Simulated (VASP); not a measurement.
Set up this calculation in VASP 6.6.1, as the native input.

- Task: relaxation of cell and atoms
- Functional: PBE
- Potentials or basis: VASP PAW PBE potentials, release 64 (Zn, S)
- Cutoff: 600 eV
- k mesh: 10 × 10 × 10
- Occupations: gaussian, width 0.02 eV
- Spin: no spin polarisation
- Further INCAR settings: ALGO = Normal; EDIFF = 1e-06; IBRION = 2; EDIFFG = -0.005; NSW = 80; ISIF = 3

The structure of ZnS lies in POSCAR:

```
ZnS
1.0
    0.0000000000      2.6936829000      2.6936829000
    2.6936829000      0.0000000000      2.6936829000
    2.6936829000      2.6936829000      0.0000000000
Zn S
1 1
Direct
    0.0000000000      0.0000000000      0.0000000000
    0.7500000000      0.7500000000      0.7500000000
```

The cell is a database's computed one.

These files were run (other wordings do the same):

INCAR

```
SYSTEM = ZnS
ALGO     = Normal         ! electronic algorithm
EDIFF    = 1E-6           ! SCF threshold, eV
EDIFFG   = -0.005         ! ionic threshold
ENCUT    = 600            ! plane-wave cutoff, eV
GGA      = PE             ! functional
IBRION   = 2              ! ionic algorithm
ISIF     = 3              ! what is computed and relaxed
ISMEAR   = 0              ! smearing method
KPAR     = 2            
LASPH    = .TRUE.         ! aspherical terms in the spheres
LCHARG   = .FALSE.        ! write CHGCAR
LREAL    = .FALSE.        ! projectors in reciprocal space
LWAVE    = .FALSE.        ! write WAVECAR
NELM     = 120            ! most SCF steps
NSW      = 80             ! ionic steps
PREC     = Accurate       ! precision mode
SIGMA    = 0.02           ! smearing width, eV
```

KPOINTS

```
k-points
0
G
  10 10 10
  0 0 0
```

Potentials or basis: VASP PAW PBE potentials, release 64 (Zn, S).

Run with:

```bash
$ cat potpaw_PBE.64/Zn/POTCAR potpaw_PBE.64/S/POTCAR > POTCAR
$ mpirun -np 2 vasp_std > vasp.out
```

It gave:

```
Relaxed volume                         : 20.22 Å³/atom
Relaxed cell                           : a = 3.853 Å, b = 3.853 Å, c = 3.853 Å, α = 60.00°, β = 60.00°, γ = 60.00°
Space group after relaxing (to 0.05 Å) : F-43m (No. 216)
Energy gained by relaxing              : 4.9 meV/atom
Ionic steps                            : 4
Pressure after relaxing                : 0.0 GPa
Band gap on the k mesh                 : 2.01 eV, direct
```

It took 34 s on 2 MPI ranks on Intel(R) Xeon(R) Platinum 8488C (Sapphire Rapids), on a shared host, peak memory 0.17 GiB a rank.
